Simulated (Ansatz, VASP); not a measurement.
# Cross-check of BAs between VASP and Ansatz, part 2 of 2

Aim: how closely do two programs agree when they are given the same cell, functional and k mesh? The cell is taken from a series of runs on this material, whose earlier steps may have relaxed, scaled, displaced or heated it; both programs get it as it stands.

VASP 6.6.1 and Ansatz 0.2.0.

So far: Starting point; VASP: G0W0 gap, LDA.

## 3. Ansatz: G0W0 gap, LDA

Level of this step: Ansatz beside VASP: Kohn-Sham DFT, plane waves, LDA (Ansatz).

Ansatz runs on its default PAW (the set named soft_2) files.

The same cell, functional (in two slightly different forms) and mesh now go to Ansatz, which takes its cutoff from its data sets.

Input file input.yaml:

```yaml
crystal:
  lattice:
    - [-1.6889245473, -2.3884999988, 1.6889245498]
    - [1.6889245473, -2.3884999988, 1.6889245498]
    - [0.0, 3.5e-09, 3.3778490946]
  atoms:
    - { symbol: B, position: [0.0, 0.0, 0.0] }
    - { symbol: As, position: [0.75, 0.75, 0.75] }
kpoints:
  mp_grid: { grid: [6, 6, 6] }
hamiltonian:
  xc: lda
scf:
  occupations: { method: fixed }
gw:
  n_empty_bands: 113
  ecut_chi: 150.0
  qp_bands: [v3, c3]
  screening: { model: contour_deformation }
```

Command:

```
> ansatz run input.yaml --threads 8 --pin off --max-ram 18432MiB --backend cpu --events-out ev --progress --plain --runs-dir out
```

Numbers of over 12 decimals in the logs are rounded to 6 here.

Log:

```text
Engine: ansatz 0.2.0, aarch64-unknown-linux-gnu
Pseudopotentials: kind: paw
Pseudopotential: B, paw, valence charge 3, recommended cutoff 420 eV (normal), B.paw.azcp
Pseudopotential: As, paw, valence charge 15, recommended cutoff 420 eV (normal), As.paw.azcp
Functional definition: SPW92
  exchange = slater_x
  correlation = pw_c
Crystal: 2 atoms, lattice volume = 27.252 Å³
Basis set: ecut = 420 eV, 531 PW (Γ)
Bands: 13, of which v1, the nominal top of the filled ones, is band 9 counted from 1 (8 counted from 0)
Symmetry: 24 space group operations
Space group: F-43m (ITA 216), of the structure as read, at distance tolerance 3.0e-5 Å
k-points: 16 of 216 (time reversal used)
Non-local potential: B, projectors of the file, l = 0: 2, l = 1: 2, l = 2: 1
Non-local potential: As, projectors of the file, l = 0: 2, l = 1: 2, l = 2: 3, l = 3: 1
PAW form: soft (Blöchl's): semilocal exchange-correlation on the pseudo side does not see the compensation charge
PAW frozen core: B, regenerated for the run's functional, and the local potential with it (the file was generated under x = pbe(κ = 0.804, μ = 0.219515), c = pbe(β = 0.066725))
PAW frozen core: As, regenerated for the run's functional, and the local potential with it (the file was generated under x = pbe(κ = 0.804, μ = 0.219515), c = pbe(β = 0.066725))
PAW one-centre angular grid: B, 110 points (default); XC on 64 Gauss nodes
PAW one-centre angular grid: As, 590 points (default); XC on 64 Gauss nodes
Initial density: superposition of atomic densities (neutral atoms: chi_scale 0, normalization atom), corrected by the library's trained network
Initial wavefunctions: pseudopotential atomic-orbital guess
Functional: x = slater, c = lda
SCF iter   1: F=—  HF=-4923.505056 eV  |F-HF|=—  |Δ(HF+E_count)|=         —  Δρ=7.05e-3  dr2=1.37e-2  ethr=1.77e-3  ⟨swp⟩=4.4  Hψ=1032  notcnv=0  defer=21
preconditioner: auto → none  [insulator: Δε(μ)=1.226 eV  Ē_g=12.353 eV  n_scr=8 (ndim 8)  ℏωp=20.1 eV  f_vac=0.001  ε∞_Penn≈3.7]
SCF iter   2: F=—  HF=-4923.500705 eV  |F-HF|=—  |Δ(HF+E_count)|=   4.35e-3  Δρ=2.15e-3  dr2=7.71e-4  ethr=7.61e-5  ⟨swp⟩=2.0  Hψ=388  notcnv=0  defer=26
SCF iter   3: F=—  HF=-4923.500347 eV  |F-HF|=—  |Δ(HF+E_count)|=   3.57e-4  Δρ=1.04e-3  dr2=1.25e-4  ethr=4.28e-6  ⟨swp⟩=2.0  Hψ=390  notcnv=0  defer=26
SCF iter   4: F=—  HF=-4923.500320 eV  |F-HF|=—  |Δ(HF+E_count)|=   2.69e-5  Δρ=3.59e-4  dr2=1.36e-5  ethr=6.96e-7  ⟨swp⟩=1.0  Hψ=208  notcnv=0  defer=8
SCF iter   5: F=—  HF=-4923.500317 eV  |F-HF|=—  |Δ(HF+E_count)|=   3.25e-6  Δρ=5.69e-5  dr2=3.61e-7  ethr=7.53e-8  ⟨swp⟩=2.0  Hψ=345  notcnv=0
SCF iter   6: F=-4923.500317 eV  HF=-4923.500317 eV  |F-HF|=4.07e-10  |Δ(HF+E_count)|=   6.06e-9  Δρ=4.99e-6  dr2=2.38e-9  ethr=5.56e-10  ⟨swp⟩=3.6  Hψ=707  notcnv=0
SCF 1 converged in 6 iterations: F = -4923.500317 eV  dr2 = 2.38e-9
  greatest PAW one-centre occupation: 0.999 electrons in one spin orbital (limit 2), on the As atom at site 1 (counted from 0), in its partial waves of l = 2
NSCF: frozen V_eff on 16 k-points
G₀W₀ screening: q 1/16
[... further progress lines ...]
NSCF: frozen V_eff on 1 k-points
NSCF: frozen V_eff on 1 k-points
SCF converged after 6 iterations
Free energy (F): -4923.500317 eV
Harris-Foulkes:  -4923.500317 eV  (|F-HF|=4.07e-10)
Internal energy: -4923.500317 eV  (E = F + TS)
E sigma→0 (E₀):  -4923.500317 eV
Fermi energy:    10.846706 eV
--- Per-component energies (eV) ---
  E_band       = -216.122020
  E_kinetic    = 152.713927
  E_local      = -1703.193164  (includes V_loc(G=0)·N_el)
  E_nonlocal   = -652.022234
  E_hartree    = 941.560375
  E_xc         = -111.066750
  E_vxc        = -117.903462  (∫ρ·V_xc dr)
  E_paw        = -1827.838546  (= ΣΔE_a)
  E_vpaw       = 221.161837  (= ΣTr[D̂ρ^β])
  E_aug_tail   = 0.000008  (compensation charges beyond the density's cutoff)
  E_ewald      = -1725.774997
  E_core_change = 2.121064  (= ΣΔE_core)
  E_smearing   = -0.000000  (= −TS)
  E_closure    = -0.000000  (closes the sum)
  Σ components = -4923.500317   (vs F -4923.500317, Δ=0.00e0)
--- Band table (eV; the first three rows and the last of 16) ---
  k-point 0: bands = [... 5 lower, -4.5470, 10.8467, 10.8467, 10.8467, 14.0971, 14.0971, 14.0971, 15.4934]
  k-point 1: bands = [... 5 lower, -4.0959, 7.8988, 10.1668, 10.1668, 14.1066, 14.9811, 14.9811, 17.4418]
  k-point 2: bands = [... 5 lower, -2.8369, 4.1309, 9.3357, 9.3357, 13.6827, 15.6504, 15.6504, 19.4008]
  k-point 15: bands = [... 5 lower, -0.3135, 2.7696, 5.6916, 5.8847, 14.6011, 14.7455, 19.4649, 19.6312]
--- G₀W₀: contour deformation, 7 samples at zero and on the imaginary axis and 2 off it, 216 q-points, 113 empty bands' worth ---
  eigenvalues of the whole cell's RPA ε∞ on this k-mesh (on a slab, of 1 + 4πα/V) = 10.7415, 10.7415, 10.7415; static W/v taken at q = 0 is 0.093097
    ik  band        ε_KS         Σx   Σc(E_QP)       V_xc       Z   E_QP_lin       E_QP  E_QP is
     0     7     10.8467   -16.4613     0.7836   -15.3423  0.7930    10.5107    10.5113  root
     0     8     10.8467   -16.4613     0.7836   -15.3423  0.7930    10.5107    10.5113  root
     0     9     10.8467   -16.4613     0.7836   -15.3423  0.7930    10.5107    10.5113  root
     0    10     14.0971    -9.1870    -4.4586   -14.1490  0.7929    14.6028    14.6005  root
     0    11     14.0971    -9.1870    -4.4586   -14.1490  0.7929    14.6028    14.6005  root
     0    12     14.0971    -9.1870    -4.4586   -14.1490  0.7929    14.6028    14.6005  root
     1     7      7.8988   -17.0334     1.8027   -14.7707  0.7740     7.4368     7.4389  root
     1     8     10.1668   -16.3903     0.9775   -15.0562  0.7906     9.8093     9.8102  root
     1     9     10.1668   -16.3903     0.9775   -15.0562  0.7906     9.8093     9.8102  root
     1    10     14.1066    -9.5977    -4.6955   -14.8059  0.7884    14.6218    14.6193  root
     1    11     14.9811    -9.0891    -4.7636   -14.3780  0.7854    15.5093    15.5064  root
     1    12     14.9811    -9.0891    -4.7636   -14.3780  0.7854    15.5093    15.5064  root
     2     7      4.1309   -18.1285     3.6113   -13.9717  0.7273     3.5826     3.5855  root
     2     8      9.3357   -16.6407     1.3544   -14.8753  0.7859     8.9234     8.9247  root
     2     9      9.3357   -16.6407     1.3544   -14.8753  0.7859     8.9234     8.9247  root
     2    10     13.6827    -9.9180    -4.6529   -15.0333  0.7897    14.1471    14.1452  root
     2    11     15.6504    -8.3122    -5.0347   -13.8665  0.7822    16.1734    16.1701  root
     2    12     15.6504    -8.3122    -5.0347   -13.8665  0.7822    16.1734    16.1701  root
     3     7      2.1012   -18.2722     4.6204   -13.0880  0.7144     1.5345     1.5374  root
     3     8      9.0314   -16.7683     1.5014   -14.8340  0.7839     8.5969     8.5985  root
     3     9      9.0314   -16.7683     1.5014   -14.8340  0.7839     8.5969     8.5985  root
     3    10     13.5177   -10.0592    -4.6252   -15.1299  0.7902    13.9650    13.9633  root
     3    11     15.6071    -7.9527    -4.9991   -13.4464  0.7852    16.1046    16.1016  root
     3    12     15.6071    -7.9527    -4.9991   -13.4464  0.7852    16.1046    16.1016  root
[...]
14    11     16.0470    -8.1570    -5.2222   -13.8173  0.7774    16.4874    16.4851  root
    14    12     18.2189    -7.0693    -6.3858   -14.0433  0.7451    18.8097    18.8071  root
    15     7      2.7696   -19.4408     4.6540   -14.1133  0.7123     2.0915     2.0962  root
    15     8      5.6916   -16.5109     2.6622   -13.3141  0.7512     5.1529     5.1569  root
    15     9      5.8847   -16.3660     2.5869   -13.2573  0.7537     5.3590     5.3628  root
    15    10     14.6011    -7.6225    -4.7929   -12.7623  0.7883    14.9494    14.9481  root
    15    11     14.7455    -7.8159    -4.9492   -13.2592  0.7896    15.2424    15.2396  root
    15    12     19.4649    -7.6749    -6.4992   -14.6659  0.7438    19.9575    19.9567  root
```

In the SCF lines HF is the Harris–Foulkes energy and dr2 the Hartree energy of the density residual, in eV; the loop may stop once dr2 is under the threshold and the program's other checks hold. Hψ counts applications of the Hamiltonian.

## 4. Differences

Known differences besides the potentials themselves: the two LDA forms differ slightly; fixed occupations in Ansatz, narrow Gaussian smearing in VASP; the data sets hold 18 valence electrons in Ansatz (on its default PAW (the set named soft_2) files) and 8 in VASP; the cutoff is 420 eV in Ansatz and 340 eV in VASP; VASP's log shows a relativistic correction to its local exchange, Ansatz's none; Ansatz integrates over frequency by contour deformation, VASP on a grid of NOMEGA points; Ansatz's G0W0 levels solve the quasiparticle equation, VASP's are linearised. Total energies have different zeros and are not compared.

The two programs side by side:

```csv
quantity,Ansatz,VASP,difference
G0W0 gap on the mesh (eV),1.89,1.86,+0.04
Kohn-Sham gap under it (eV),1.23,1.22,+0.01
```

## 5. Results

```json
{
  "difference in G0W0 gap on the mesh (G0W0 gap, LDA)": "0.035 eV"
}
```

What this shows: The difference in G0W0 gap on the mesh is 0.035 eV (G0W0 gap, LDA). The data sets hold unlike numbers of valence electrons (18 in Ansatz and 8 in VASP), so part of the differences comes from the potentials. How closely two codes agree says nothing of how well the functional describes the real material.

[Lines on the potential files, build, host, timing and source positions are cut from VASP's logs without a mark.]

[Logs are printed without paths, hosts, clocks, repeated set-up lines and the standing remarks that a program may print on its own settings, such as how far it seeks lower states.]

[Hosts, paths, dates, database ids (printed as entryN), source tags and the programs' standing remarks are cut or masked in the printed files.]
